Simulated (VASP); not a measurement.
# Mg6SnMo (Amm2) in VASP: settings compared, part 2 of 2

VASP 6.6.1.

## Step 4: Single point, revTPSS

File run.py:

```python
from ase.calculators.vasp import Vasp
from ase.dft.bandgap import bandgap
from ase.io import read

atoms = read('POSCAR')
calc = Vasp(
    directory='calc',
    xc='revtpss',
    pp='PBE',
    setups='recommended',
    pp_version='54',
    prec='Accurate',
    encut=520,
    ediff=1e-06,
    ismear=-5,
    sigma=0.05,
    lreal=False,
    lasph=True,
    nelm=100,
    algo='Normal',
    isif=2,
    lwave=False,
    lcharg=False,
    lmixtau=True,
    kpts=[6, 5, 5],
    gamma=True,
)
atoms.calc = calc

print('energy (eV):', atoms.get_potential_energy())
print('free energy (eV):', atoms.get_potential_energy(force_consistent=True))
print('forces (eV/A):')
print(atoms.get_forces())
print('stress (eV/A^3, Voigt):', atoms.get_stress())
print('Fermi level (eV):', calc.get_fermi_level())
gap, top, bottom = bandgap(calc)
print('band gap (eV):', gap, 'from (spin, k, band)', top, 'to', bottom)
```

File POSCAR:

```
Mg6SnMo
1.0
    4.9563570000      0.0000000000      0.0000000000
    0.0000000000      3.1307925000      5.3272295000
    0.0000000000     -3.1307925000      5.3272295000
Sn Mo Mg
1 1 6
Direct
    0.0000000000      0.8248630000      0.8248630000
    0.5000000000      0.6661460000      0.6661460000
    0.5000000000      0.1657720000      0.1657720000
    0.5000000000      0.6640040000      0.1735300000
    0.5000000000      0.1735300000      0.6640040000
    0.0000000000      0.3337240000      0.3337240000
    0.0000000000      0.8249170000      0.3470450000
    0.0000000000      0.3470450000      0.8249170000
```

Potentials or basis: VASP PAW PBE potentials, release 54 (Sn_d, Mo_sv, Mg).

Launch:

```
$ python run.py
```

The program printed:

```text
energy (eV): -2.07376787
free energy (eV): -2.07376787
forces (eV/A):
[[ 0.          0.         -0.09101566]
 [ 0.          0.          0.0876833 ]
 [ 0.          0.         -0.02517725]
 [ 0.          0.0437258  -0.00074314]
 [ 0.         -0.0437258  -0.00074314]
 [ 0.          0.         -0.00811543]
 [ 0.         -0.04044718  0.01905566]
 [ 0.          0.04044718  0.01905566]]
stress (eV/A^3, Voigt): [ 0.00893615  0.01212512  0.00931394 -0.         -0.         -0.        ]
Fermi level (eV): 4.65247351
band gap (eV): 0.0 from (spin, k, band) (None, None, None) to (None, None, None)
```

OUTCAR:

```text
ENCUT = 520.000000
   EDIFF = 1.00e-06
   METAGGA = RTPSS
   PREC = Accurate
   ISIF = 2
   ISMEAR = -5
   NELM = 100
   LASPH = .TRUE.
   LREAL = .FALSE.

 ion  position               nearest neighbor table
   1  0.000  0.825  0.825-   7 2.95   8 2.95   2 3.00   2 3.00   5 3.11   4 3.11   4 3.11   5 3.11
                             6 3.13   6 3.13   8 3.23   7 3.23
   2  0.500  0.666  0.666-   1 3.00   1 3.00   8 3.02   7 3.02   7 3.02   8 3.02   5 3.05   4 3.05
                             5 3.13   4 3.13   3 3.13   3 3.13
   3  0.500  0.166  0.166-   6 3.06   6 3.06   4 3.08   5 3.08   8 3.09   7 3.09   7 3.09   8 3.09
                             4 3.10   5 3.10   2 3.13   2 3.13
   4  0.500  0.664  0.174-   2 3.05   7 3.05   7 3.05   6 3.05   6 3.05   5 3.07   3 3.08   3 3.10
                             1 3.11   1 3.11   2 3.13   5 3.19
   5  0.500  0.174  0.664-   2 3.05   8 3.05   8 3.05   6 3.05   6 3.05   4 3.07   3 3.08   3 3.10
                             1 3.11   1 3.11   2 3.13   4 3.19
   6  0.000  0.334  0.334-   4 3.05   5 3.05   4 3.05   5 3.05   3 3.06   3 3.06   8 3.08   7 3.08
                             7 3.10   8 3.10   1 3.13   1 3.13
   7  0.000  0.825  0.347-   1 2.95   8 2.99   2 3.02   2 3.02   4 3.05   4 3.05   6 3.08   3 3.09
                             3 3.09   6 3.10   1 3.23   8 3.27
   8  0.000  0.347  0.825-   1 2.95   7 2.99   2 3.02   2 3.02   5 3.05   5 3.05   6 3.08   3 3.09
                             3 3.09   6 3.10   1 3.23   7 3.27

  LATTYP: Found a base centered orthorhombic cell.
 ALAT       =     6.2615850000
 B/A-ratio  =     1.7015594294
 C/A-ratio  =     0.7915499031

  Lattice vectors:

 A1 = (   0.0000000000,   3.1307925000,  -5.3272295000)
 A2 = (   0.0000000000,   3.1307925000,   5.3272295000)
 A3 = (   4.9563570000,   0.0000000000,   0.0000000000)

Analysis of symmetry for initial positions (statically):
=====================================================================
 Subroutine PRICEL returns:
 Original cell was already a primitive cell.

 Routine SETGRP: Setting up the symmetry group for a
 base centered orthorhombic supercell.

 Subroutine GETGRP returns: Found  4 space group operations
 (whereof  4 operations were pure point group operations)
 out of a pool of  8 trial point group operations.

The static configuration has the point symmetry C_2v.

Analysis of symmetry for dynamics (positions and initial velocities):
=====================================================================
 Subroutine PRICEL returns:
 Original cell was already a primitive cell.

 Routine SETGRP: Setting up the symmetry group for a
 base centered orthorhombic supercell.

[... 129 lines left out ...]
   NELECT =      40.0000    total number of electrons
   NUPDOWN=      -1.0000    fix difference up-down
   EMIN   =  10.00;   EMAX   =-10.00  energy-range for DOS
   EFERMI =   0.00;   METHOD = LEGACY
   ISMEAR =    -5;   SIGMA  =   0.05  broadening in eV -4-tet -1-fermi 0-gaus
   EFERMI_NEDOS =   21; number of points for ismear=-14 and -15
   IALGO  =     38    algorithm
   IMIX   =      4    mixing-type and parameters
     AMIX     =   0.40;   BMIX     =  1.00
     AMIX_MAG =   1.60;   BMIX_MAG =  1.00
  volume/ion in A,a.u.               =      20.67       139.46
  Fermi-wavevector in a.u.,A,eV,Ry     =   1.020106  1.927721 14.158450  1.040617
  Thomas-Fermi vector in A             =   2.153657
   LORBIT       =      0    0 simple, 1 ext, 2 COOP (PROOUT), +10 PAW based schemes
   METAGGA = RTPSS    functional components
   LHFCALC =     F    Hartree Fock is set to
   AEXX    =    0.0000 exact exchange contribution
   IVDW    =     0    specifies the selected vdW correction
   LEPSILON=     F    determine dielectric tensor
   LRPA    =     F    only Hartree local field effects (RPA)
 non-spin polarized calculation
 Fermi weights with tetrahedron method with Bloechl corrections
  energy-cutoff  :      520.00
  volume of cell :      165.33
 maximum number of plane-waves:      4498
 NGX is ok and might be reduce to    40
   NGX = 19   NGY = 23   NGZ = 23

 number of electron      40.0000003 magnetization

 Free energy of the ion-electron system (eV)
  ---------------------------------------------------
  ext. energy  EPLUGINS =         0.00000000
  ---------------------------------------------------
  free energy    TOTEN  =        -2.07376787 eV

  energy without entropy =       -2.07376787  energy(sigma->0) =       -2.07376787

 E-fermi :   4.6525     XC(G=0):  -9.6661

 val. band max:        4.6969223134   @ k =   0.0000  -0.4000   0.4000
 cond. band min:       4.3720769741   @ k =   0.5000   0.0000   0.0000
 fundamental gap:     -0.3248453393
 Fermi energy:         4.6524735142

 k-point     1 :       0.0000    0.0000    0.0000
  band No.  band energies     occupation
      1     -56.3653      2.00000
      2     -30.2403      2.00000
      3     -30.2295      2.00000
      4     -30.1686      2.00000
      5     -16.5659      2.00000
      6     -16.5575      2.00000
[... 661 lines left out ...]
     24       6.6819      0.00000
     25       7.2806      0.00000

 [... further k-points ...]

------------------------ aborting loop because EDIFF is reached ----------------------------------------

  FORCE on cell =-STRESS in cart. coord.  units (eV):
  Direction    XX          YY          ZZ          XY          YZ          ZX
  --------------------------------------------------------------------------------------
  -------------------------------------------------------------------------------------
  Total       -1.4774009     -2.0046292     -1.5398612      0.0000000      0.0000000      0.0000000
  in kB      -14.3172855    -19.4265805    -14.9225793      0.0000000      0.0000000      0.0000000
  external PRESSURE =     -16.2221484 kB  Pullay stress =       0.0000000 kB

 VOLUME and BASIS-vectors are now :
 -----------------------------------------------------------------------------
  energy-cutoff  :      520.00
  volume of cell :      165.33
      direct lattice vectors                 reciprocal lattice vectors
     4.956357000  0.000000000  0.000000000     0.201761092  0.000000000  0.000000000
     0.000000000  3.130792500  5.327229500     0.000000000  0.159703973  0.093857417
     0.000000000 -3.130792500  5.327229500     0.000000000 -0.159703973  0.093857417

 POSITION                                       TOTAL-FORCE (eV/Angst)
 -----------------------------------------------------------------------------------
      0.00000      0.00000      8.78847         0.000000      0.000000     -0.091016
      2.47818      0.00000      7.09743         0.000000      0.000000      0.087683
      2.47818      0.00000      1.76621         0.000000      0.000000     -0.025177
      2.47818      1.53557      4.46174         0.000000      0.043726     -0.000743
      2.47818     -1.53557      4.46174         0.000000     -0.043726     -0.000743
      0.00000      0.00000      3.55565         0.000000      0.000000     -0.008115
      0.00000      1.49612      6.24331         0.000000     -0.040447      0.019056
      0.00000     -1.49612      6.24331         0.000000      0.040447      0.019056
 -----------------------------------------------------------------------------------
    total drift:                               -0.000000     -0.000000     -0.000209

  FREE ENERGIE OF THE ION-ELECTRON SYSTEM (eV)
  ---------------------------------------------------
  free  energy   TOTEN  =        -2.0737678694 eV

  energy  without entropy=       -2.0737678694  energy(sigma->0) =       -2.07376787
```

INCAR:

```text
ENCUT = 520.000000
SIGMA = 0.050000
EDIFF = 1.00e-06
ALGO = Normal
METAGGA = RTPSS
PREC = Accurate
ISIF = 2
ISMEAR = -5
NELM = 100
LASPH = .TRUE.
LCHARG = .FALSE.
LWAVE = .FALSE.
LMIXTAU = .TRUE.
LREAL = .FALSE.
```

It took 11 min on 1 thread of Intel Xeon Platinum 8259CL at 2.50GHz (Skylake/Cascade Lake), shared host; peak memory 0.43 GiB.

What came out:

```
Free energy            : -2.0738 eV
Pressure               : -1.6 GPa
Largest force          : 0.091 eV/Å
Band gap on the k mesh : none (metal or under the smearing width)
```

Forces on the atoms (eV/Å):
```
Sn   0.000  0.000 -0.091
Mo   0.000  0.000  0.088
Mg   0.000  0.000 -0.025
Mg   0.000  0.044 -0.001
Mg   0.000 -0.044 -0.001
Mg   0.000  0.000 -0.008
Mg   0.000 -0.040  0.019
Mg   0.000  0.040  0.019
```

Caveat: the PAW data sets were made with another functional, which shifts forces and pressure a little; tetrahedron occupations give inexact forces and stress in metals.

## Step 5: Relaxation of the atoms, AM05 (atoms moved at random, drawn with an rms of 0.02 Å)

File INCAR:

```
ALGO = Fast
EDIFF = 1E-7
EDIFFG = -0.02
ENCUT = 500
GGA = AM
IBRION = 2
ISIF = 2
ISMEAR = 0
LASPH = T
LCHARG = F
LREAL = F
LWAVE = F
NELM = 80
NSW = 60
PREC = Accurate
SIGMA = 0.05
```

File KPOINTS:

```
k-points
0
Gamma
  6 5 5
```

File POSCAR:

```
Mg6SnMo
4.9564
    0.999991324348      0.000000000000      0.000000000000
    0.000000000000      0.631666633040      1.074818315713
    0.000000000000     -0.631666633040      1.074818315713
Sn Mo Mg
1 1 6
Direct
    0.0009550000      0.8238980000      0.8241280000
    0.4995580000      0.6685000000      0.6674220000
    0.4983720000      0.1648910000      0.1664120000
    0.4995680000      0.6612790000      0.1749250000
    0.5007260000      0.1743970000      0.6643470000
   -0.0021350000      0.3338020000      0.3321520000
   -0.0001170000      0.8260280000      0.3414530000
   -0.0000040000      0.3492690000      0.8224740000
```

Potentials or basis: VASP PAW PBE potentials, release 64 (Sn, Mo, Mg).

Launch:

```
$ cat potpaw_PBE.64/Sn/POTCAR potpaw_PBE.64/Mo/POTCAR potpaw_PBE.64/Mg/POTCAR > POTCAR
$ mpirun -np 1 vasp_std > vasp.out
```

OUTCAR:

```text
EDIFF = 1E-7
   EDIFFG = -0.02
   ENCUT = 500
   GGA = AM
   IBRION = 2
   ISIF = 2
   ISMEAR = 0
   LASPH = T
   LREAL = F
   NELM = 80
   NSW = 60
   PREC = Accurate

 ion  position               nearest neighbor table
   1  0.001  0.824  0.824-   8 2.94   7 2.98   2 2.98   2 2.99   4 3.11   5 3.12   5 3.12   4 3.12
                             6 3.13   6 3.14   7 3.20   8 3.24
   2  0.500  0.669  0.667-   1 2.98   1 2.99   8 3.02   8 3.02   7 3.04   7 3.04   5 3.06   4 3.07
                             4 3.11   5 3.12   3 3.12   3 3.14
   3  0.498  0.165  0.166-   6 3.05   6 3.05   5 3.07   7 3.07   4 3.09   7 3.09   8 3.09   4 3.09
                             8 3.10   5 3.11   2 3.12   2 3.14
   4  0.500  0.661  0.175-   6 3.04   7 3.04   7 3.04   6 3.05   5 3.06   2 3.07   3 3.09   3 3.09
                             1 3.11   2 3.11   1 3.12   5 3.21
   5  0.501  0.174  0.664-   8 3.05   6 3.05   8 3.05   4 3.06   2 3.06   6 3.07   3 3.07   3 3.11
                             2 3.12   1 3.12   1 3.12   4 3.21
   6  0.998  0.334  0.332-   4 3.04   5 3.05   3 3.05   4 3.05   3 3.05   7 3.07   5 3.07   8 3.08
                             8 3.10   7 3.11   1 3.13   1 3.14
   7  1.000  0.826  0.341-   1 2.98   8 3.00   2 3.04   2 3.04   4 3.04   4 3.04   6 3.07   3 3.07
                             3 3.09   6 3.11   1 3.20   8 3.26
   8  1.000  0.349  0.822-   1 2.94   7 3.00   2 3.02   2 3.02   5 3.05   5 3.05   6 3.08   3 3.09
                             6 3.10   3 3.10   1 3.24   7 3.26

  LATTYP: Found a base centered orthorhombic cell.
 ALAT       =     6.2615850000
 B/A-ratio  =     1.7015594294
 C/A-ratio  =     0.7915499031

  Lattice vectors:

 A1 = (   0.0000000000,   3.1307925000,  -5.3272295000)
 A2 = (   0.0000000000,   3.1307925000,   5.3272295000)
 A3 = (   4.9563570000,   0.0000000000,   0.0000000000)

Analysis of symmetry for initial positions (statically):
=====================================================================
 Subroutine PRICEL returns:
 Original cell was already a primitive cell.

 Routine SETGRP: Setting up the symmetry group for a
 base centered orthorhombic supercell.

 Subroutine GETGRP returns: Found  1 space group operations
 (whereof  1 operations were pure point group operations)
 out of a pool of  8 trial point group operations.

[... 166 lines left out ...]
--------------------------------------- Ionic step        1  -------------------------------------------

 number of electron      21.9999999 magnetization

 Free energy of the ion-electron system (eV)
  ---------------------------------------------------
  ext. energy  EPLUGINS =         0.00000000
  ---------------------------------------------------
  free energy    TOTEN  =       -24.06433307 eV

  energy without entropy =      -24.05545600  energy(sigma->0) =      -24.05989453

------------------------ aborting loop because EDIFF is reached ----------------------------------------

  FORCE on cell =-STRESS in cart. coord.  units (eV):
  Direction    XX          YY          ZZ          XY          YZ          ZX
  --------------------------------------------------------------------------------------
  -------------------------------------------------------------------------------------
  Total       -1.8369410     -2.0363856     -1.6037413      0.0085517      0.1147627      0.0010091
  in kB      -17.8015375    -19.7343272    -15.5416322      0.0828732      1.1121494      0.0097787
  external PRESSURE =     -17.6924990 kB  Pullay stress =       0.0000000 kB
[... 197 lines left out ...]
--------------------------------------- Ionic step        6  -------------------------------------------

 number of electron      21.9999999 magnetization

 Free energy of the ion-electron system (eV)
  ---------------------------------------------------
  ext. energy  EPLUGINS =         0.00000000
  ---------------------------------------------------
  free energy    TOTEN  =       -24.06994046 eV

  energy without entropy =      -24.06099955  energy(sigma->0) =      -24.06547000

 E-fermi :   3.6272     XC(G=0):  -9.5495

 val. band max:        3.6194363447   @ k =  -0.3333   0.0000  -0.4000
 cond. band min:       3.6328764687   @ k =   0.0000  -0.2000   0.2000
 fundamental gap:      0.0134401240
 Fermi energy:         3.6272308308

 k-point     1 :       0.0000    0.0000    0.0000
  band No.  band energies     occupation
      1      -5.0593      2.00000
      2      -0.9141      2.00000
      3       0.2345      2.00000
      4       0.2664      2.00000
      5       1.2443      2.00000
      6       1.3886      2.00000
[... 433 lines left out ...]
      3      -0.7329      2.00000
      4       0.2382      2.00000
      5       0.4231      2.00000
      6       0.7314      2.00000
[... 8 lines left out ...]
     15       5.6194      0.00000
     16       6.3963      0.00000

 [... further k-points ...]

------------------------ aborting loop because EDIFF is reached ----------------------------------------

  FORCE on cell =-STRESS in cart. coord.  units (eV):
  Direction    XX          YY          ZZ          XY          YZ          ZX
  --------------------------------------------------------------------------------------
  -------------------------------------------------------------------------------------
  Total       -1.7508630     -2.0544650     -1.4183345      0.0000052      0.0318637     -0.0018222
  in kB      -16.9673676    -19.9095326    -13.7448812      0.0000503      0.3087864     -0.0176591
  external PRESSURE =     -16.8739271 kB  Pullay stress =       0.0000000 kB
[... 23 lines left out ...]
  FREE ENERGIE OF THE ION-ELECTRON SYSTEM (eV)
  ---------------------------------------------------
  free  energy   TOTEN  =       -24.0699404566 eV

  energy  without entropy=      -24.0609995526  energy(sigma->0) =      -24.06547000

 reached required accuracy - stopping structural energy minimisation
```

It took 11 min on 1 thread of Intel Xeon Platinum 8259CL at 2.50GHz (Skylake/Cascade Lake), shared host; peak memory 0.46 GiB.

Results:

| Quantity | Value |
| --- | --- |
| Free energy | -24.0699 eV |
| Energy gained by relaxing | 0.7 meV/atom |
| Ionic steps | 6 |
| Pressure after relaxing | -1.7 GPa |
| Largest force after relaxing | 0.017 eV/Å |
| Band gap on the k mesh | none (metal or under the smearing width) |

Forces on the atoms (eV/Å):
```
Sn  -0.004 -0.009 -0.011
Mo  -0.006 -0.005  0.001
Mg   0.003  0.007  0.016
Mg   0.001  0.001  0.007
Mg   0.000  0.017 -0.002
Mg   0.003  0.008 -0.009
Mg   0.003 -0.009  0.000
Mg   0.000 -0.009 -0.001
```

Stress tensor (GPa, compression positive):
```
-1.70  0.00  0.00
 0.00 -1.99  0.03
 0.00  0.03 -1.37
```

The path:
| step | energy change (eV) | largest force (eV/Å) | pressure (GPa) |
| --- | --- | --- | --- |
| 1 | 0.0000 | 0.1541 | -1.77 |
| 2 | -0.0028 | 0.1006 | -1.74 |
| 3 | -0.0050 | 0.0487 | -1.67 |
| 4 | -0.0050 | 0.0471 | -1.68 |
| 5 | -0.0053 | 0.0337 | -1.68 |
| 6 | -0.0056 | 0.0174 | -1.69 |

Final structure:
```
Sn Mo Mg
1.0
     4.95636    0.00000    0.00000
     0.00000    3.13079    5.32723
     0.00000   -3.13079    5.32723
Sn Mo Mg
1 1 6
Direct
  0.00002 0.82317 0.82101
  0.50005 0.67002 0.66831
  0.49935 0.16543 0.16534
  0.49948 0.66513 0.17271
  0.49965 0.17297 0.66593
  0.99922 0.33265 0.33245
  0.99943 0.82412 0.34557
  0.99972 0.34857 0.82198
```

Levels at points of the mesh, in eV from the Fermi level:
```
           k point  band 8  band 9  band 10  band 11  band 12  band 13  band 14  band 15
(0.00, 0.00, 0.00)   -1.89   -1.08    -0.85    -0.59     0.37     0.44     1.49     2.61
(0.50, 0.00, 0.00)   -1.29   -1.28    -1.14    -0.75    -0.36    -0.36    -0.27     1.22
```

Caveat: the PAW data sets were made with another functional, which shifts forces and pressure a little.

## Step 6: Overview

| task | level | potentials or basis | cell | cutoff (eV) | smearing | gap on the mesh (eV) | pressure (GPa) | largest force (eV/Å) |
| --- | --- | --- | --- | --- | --- | --- | --- | --- |
| single point | PBE | VASP PAW PBE potentials, release 64 (Sn_d, Mo_pv, Mg_pv) | as given | 520 | gaussian 0.02 eV | none | -0.3 | 0.03 |
| single point | revTPSS | VASP PAW PBE potentials, release 54 (Sn_d, Mo_sv, Mg) | as given | 520 | tetrahedron | none | -1.6 | 0.09 |
| relaxation of the atoms | AM05 | VASP PAW PBE potentials, release 64 (Sn, Mo, Mg) | atoms relaxed from: atoms moved at random, drawn with an rms of 0.02 Å | 500 | gaussian 0.05 eV | none | -1.7 | 0.02 |

Alike in all rows: no spin polarisation; k mesh 6 × 5 × 5.

Caveats: the PAW data sets were made with another functional, which shifts forces and pressure a little (some runs); tetrahedron occupations give inexact forces and stress in metals (some runs).

Absolute energies hang on the potentials; compare differences alone.
